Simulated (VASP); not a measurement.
# TaW (Cmmm) in VASP: a series of runs, part 2 of 2

VASP 6.6.1. Earlier steps stand in the parts before.

## (3) Single point, LDA

This run uses another cell than the first one, of 16.50 Å³/atom, 1.032 times its volume.

INCAR reads:

```
SYSTEM = TaW
  PREC = Accurate
  ENCUT = 520
  EDIFF = 1E-7
  ISMEAR = -1
  SIGMA = 0.1
  LREAL = .False.
  LASPH = .True.
  NELM = 100
  ALGO = Fast
  ISIF = 2
  LWAVE = .False.
  LCHARG = .False.
  NBANDS = 20
```

KPOINTS reads:

```
regular mesh
0
Gamma
  11 11 7
  0 0 0
```

POSCAR reads:

```
TaW
1.0
    1.6032955930     -2.2915411442      0.0000000000
    1.6032955930      2.2915411442      0.0000000000
    0.0000000000      0.0000000000      4.4910521326
Ta W
1 1
Direct
    0.0000000000      0.0000000000      0.0000000000
    0.5000000000      0.5000000000      0.5000000000
```

Potentials or basis: VASP PAW LDA potentials, release 64 (Ta_pv, W_sv).

Command:

```sh
$ cat potpaw_LDA.64/Ta_pv/POTCAR potpaw_LDA.64/W_sv/POTCAR > POTCAR
$ mpirun -np 1 vasp_std > vasp.out
```

OUTCAR:

```text
SYSTEM = TaW
   PREC = Accurate
   ENCUT = 520
   EDIFF = 1E-7
   ISMEAR = -1
   LREAL = .False.
   LASPH = .True.
   NELM = 100
   ISIF = 2

 ion  position               nearest neighbor table
   1  0.000  0.000  0.000-   2 2.76   2 2.76   2 2.76   2 2.76   2 3.21   2 3.21   2 3.21   2 3.21

   2  0.500  0.500  0.500-   1 2.76   1 2.76   1 2.76   1 2.76   1 3.21   1 3.21   1 3.21   1 3.21

  LATTYP: Found a base centered orthorhombic cell.
 ALAT       =     3.2065911860
 B/A-ratio  =     1.4292692840
 C/A-ratio  =     1.4005689756

  Lattice vectors:

 A1 = (   1.6032955930,  -2.2915411442,   0.0000000000)
 A2 = (   1.6032955930,   2.2915411442,   0.0000000000)
 A3 = (   0.0000000000,   0.0000000000,   4.4910521326)

Analysis of symmetry for initial positions (statically):
=====================================================================
 Subroutine PRICEL returns:
 Original cell was already a primitive cell.

 Routine SETGRP: Setting up the symmetry group for a
 base centered orthorhombic supercell.

 Subroutine GETGRP returns: Found  8 space group operations
 (whereof  8 operations were pure point group operations)
 out of a pool of  8 trial point group operations.

The static configuration has the point symmetry D_2h.

Analysis of symmetry for dynamics (positions and initial velocities):
=====================================================================
 Subroutine PRICEL returns:
 Original cell was already a primitive cell.

 Routine SETGRP: Setting up the symmetry group for a
 base centered orthorhombic supercell.

 Subroutine GETGRP returns: Found  8 space group operations
 (whereof  8 operations were pure point group operations)
 out of a pool of  8 trial point group operations.

The dynamic configuration has the point symmetry D_2h.

 Subroutine INISYM returns: Found  8 space group operations
 (whereof  8 operations are pure point group operations),
 and found     1 'primitive' translations

----------------------------------------------------------------------------------------

                                     Primitive cell

  volume of cell :      33.0004

  direct lattice vectors                    reciprocal lattice vectors
     1.603295593 -2.291541144  0.000000000     0.311857653 -0.218193769  0.000000000
     1.603295593  2.291541144  0.000000000     0.311857653  0.218193769  0.000000000
     0.000000000  0.000000000  4.491052133     0.000000000  0.000000000  0.222664973

  length of vectors
     2.796733376  2.796733376  4.491052133     0.380609664  0.380609664  0.222664973

  position of ions in fractional coordinates (direct lattice)
     0.000000000  0.000000000  0.000000000
     0.500000000  0.500000000  0.500000000

  ion indices of the primitive-cell ions
   primitive index   ion index
                 1           1
                 2           2

----------------------------------------------------------------------------------------

 KPOINTS: regular mesh

Automatic generation of k-mesh.
 Grid dimensions read from file:
 generate k-points for:   11   11    7

 Generating k-lattice:

  Cartesian coordinates                     Fractional coordinates (reciprocal lattice)
     0.028350696 -0.019835797  0.000000000     0.090909091  0.000000000  0.000000000
     0.028350696  0.019835797  0.000000000     0.000000000  0.090909091  0.000000000
     0.000000000  0.000000000  0.031809282     0.000000000  0.000000000  0.142857143

  Length of vectors
     0.034600879  0.034600879  0.031809282

  Shift w.r.t. Gamma in fractional coordinates (k-lattice)
     0.000000000  0.000000000  0.000000000

 Subroutine IBZKPT returns following result:
 ===========================================

 Found    144 irreducible k-points:

 Following reciprocal coordinates:
            Coordinates               Weight
  0.000000  0.000000  0.000000      1.000000
  0.090909  0.000000  0.000000      4.000000
  0.181818  0.000000  0.000000      4.000000
  0.272727  0.000000  0.000000      4.000000
  0.363636  0.000000  0.000000      4.000000
  0.454545  0.000000  0.000000      4.000000
[... 16 lines left out ...]
 -0.272727  0.181818  0.000000      4.000000
 -0.181818  0.181818  0.000000      2.000000
 [... further k-points ...]
   k-points           NKPTS =    144   k-points in BZ     NKDIM =    144   number of bands    NBANDS=     20
   number of dos      NEDOS =    301   number of ions     NIONS =      2
   total plane-waves  NPLWV =  20736
   dimension x,y,z NGX =    24 NGY =   24 NGZ =   36
   dimension x,y,z NGXF=    48 NGYF=   48 NGZF=   72
   ions per type =               1   1
   NGX,Y,Z   is equivalent  to a cutoff of  14.27, 14.27, 13.33 a.u.
   NGXF,Y,Z  is equivalent  to a cutoff of  28.53, 28.53, 26.65 a.u.
 SYSTEM =  TaW
   PREC   = accura    normal or accurate (medium, high low for compatibility)
   ISTART =      0    job   : 0-new  1-cont  2-samecut
   ICHARG =      2    charge: 1-file 2-atom 10-const
   ISPIN  =      1    spin polarized calculation?
   LNONCOLLINEAR =      F non collinear calculations
   LSORBIT =      F    spin-orbit coupling
   LASPH  =      T    aspherical Exc in radial PAW
   ENCUT  =  520.0 eV  38.22 Ry    6.18 a.u.   5.20  5.20  8.35*2*pi/ulx,y,z
   NELM   =    100;   NELMIN=  2; NELMDL= -5     # of ELM steps
   EDIFF  = 0.1E-06   stopping-criterion for ELM
   LREAL  =      F    real-space projection
   EDIFFG = 0.1E-05   stopping-criterion for IOM
   NSW    =      0    number of steps for IOM
   IBRION =     -1    ionic relax: 0-MD 1-quasi-New 2-CG
   NFREE  =      0    steps in history (QN), initial steepest desc. (CG)
   ISIF   =      2    stress and relaxation
   ISYM   =      2    0-nonsym 1-usesym 2-fastsym
   POTIM  = 0.5000    time-step for ionic-motion
   TEBEG  =    0.0;   TEEND  =   0.0 temperature during run
   PSTRESS=    0.0 pullay stress
   NELECT =      25.0000    total number of electrons
   NUPDOWN=      -1.0000    fix difference up-down
   EMIN   =  10.00;   EMAX   =-10.00  energy-range for DOS
   EFERMI =   0.00;   METHOD = LEGACY
   ISMEAR =    -1;   SIGMA  =   0.10  broadening in eV -4-tet -1-fermi 0-gaus
   EFERMI_NEDOS =   21; number of points for ismear=-14 and -15
   IALGO  =     68    algorithm
   IMIX   =      4    mixing-type and parameters
     AMIX     =   0.40;   BMIX     =  1.00
     AMIX_MAG =   1.60;   BMIX_MAG =  1.00
  volume/ion in A,a.u.               =      16.50       111.35
  Fermi-wavevector in a.u.,A,eV,Ry     =   1.492388  2.820204 30.303190  2.227222
  Thomas-Fermi vector in A             =   2.604922
   LORBIT       =      0    0 simple, 1 ext, 2 COOP (PROOUT), +10 PAW based schemes
   GGA     = CA    functional components
   LHFCALC =     F    Hartree Fock is set to
   AEXX    =    0.0000 exact exchange contribution
   IVDW    =     0    specifies the selected vdW correction
   LEPSILON=     F    determine dielectric tensor
   LRPA    =     F    only Hartree local field effects (RPA)
 non-spin polarized calculation
 RMM-DIIS sequential band-by-band and
  energy-cutoff  :      520.00
  volume of cell :       33.00
 maximum number of plane-waves:       902
 NGX is ok and might be reduce to    24
   NGX = 11   NGY = 11   NGZ = 17

 number of electron      24.9999997 magnetization

 Free energy of the ion-electron system (eV)
  ---------------------------------------------------
  ext. energy  EPLUGINS =         0.00000000
  ---------------------------------------------------
  free energy    TOTEN  =       -27.10866916 eV

  energy without entropy =      -27.06363898  energy(sigma->0) =      -27.08615407

 E-fermi :   8.1638     XC(G=0): -13.4223

 val. band max:        8.1519774246   @ k =   0.0909   0.0000   0.1429
 cond. band min:       8.1669214176   @ k =  -0.4545   0.0909   0.4286
 fundamental gap:      0.0149439930
 Fermi energy:         8.1638149622

 k-point     1 :       0.0000    0.0000    0.0000
  band No.  band energies     occupation
      1     -64.8056      2.00000
      2     -29.4242      2.00000
      3     -28.9803      2.00000
      4     -28.7959      2.00000
      5     -25.1782      2.00000
      6     -24.7808      2.00000
[... 12 lines left out ...]
     19      15.8964      0.00000
     20      20.2232      0.00000
[... 507 lines left out ...]
 k-point    24 :      -0.1818    0.1818    0.0000
  band No.  band energies     occupation
      1     -64.7783      2.00000
      2     -29.3608      2.00000
      3     -29.0943      2.00000
      4     -29.0825      2.00000
      5     -25.1332      2.00000
      6     -24.9635      2.00000
[... 12 lines left out ...]
     19      15.5881      0.00000
     20      20.0051      0.00000

 [... further k-points ...]

------------------------ aborting loop because EDIFF is reached ----------------------------------------

  FORCE on cell =-STRESS in cart. coord.  units (eV):
  Direction    XX          YY          ZZ          XY          YZ          ZX
  --------------------------------------------------------------------------------------
  -------------------------------------------------------------------------------------
  Total       -0.9358358     -1.0271435     -0.7545038      0.0000000      0.0000000      0.0000000
  in kB      -45.4350360    -49.8680470    -36.6313258      0.0000000      0.0000000      0.0000000
  external PRESSURE =     -43.9781362 kB  Pullay stress =       0.0000000 kB

 VOLUME and BASIS-vectors are now :
 -----------------------------------------------------------------------------
  energy-cutoff  :      520.00
  volume of cell :       33.00
      direct lattice vectors                 reciprocal lattice vectors
     1.603295593 -2.291541144  0.000000000     0.311857653 -0.218193769  0.000000000
     1.603295593  2.291541144  0.000000000     0.311857653  0.218193769  0.000000000
     0.000000000  0.000000000  4.491052133     0.000000000  0.000000000  0.222664973

 POSITION                                       TOTAL-FORCE (eV/Angst)
 -----------------------------------------------------------------------------------
      0.00000      0.00000      0.00000         0.000000      0.000000      0.000000
      1.60330      0.00000      2.24553        -0.000000      0.000000      0.000000
 -----------------------------------------------------------------------------------
    total drift:                                0.000000      0.000000     -0.000000

  FREE ENERGIE OF THE ION-ELECTRON SYSTEM (eV)
  ---------------------------------------------------
  free  energy   TOTEN  =       -27.1086691583 eV

  energy  without entropy=      -27.0636389826  energy(sigma->0) =      -27.08615407
```

stdout:

```text
POSCAR found type information on POSCAR TaW
 POSCAR found :  2 types and       2 ions
 scaLAPACK will be used
 LDA part: xc-table for (Slater(with rela. corr.)+CA(PZ))
 , standard interpolation
 POSCAR, INCAR and KPOINTS ok, starting setup
 FFT: planning ... GRIDC
 FFT: planning ... GRID_SOFT
 FFT: planning ... GRID
 WAVECAR not read
 entering main loop
WARNING in EDDRMM: call to ZHEGV failed, returncode =   8  4     20
```

Run time: 57 s. Hardware: 1 thread of AMD EPYC 9R45 (Zen 5), shared host; peak memory 0.18 GiB.

What came out:

```
Free energy            : -27.1087 eV
Pressure               : -4.4 GPa
Band gap on the k mesh : none (metal or under the smearing width)
```
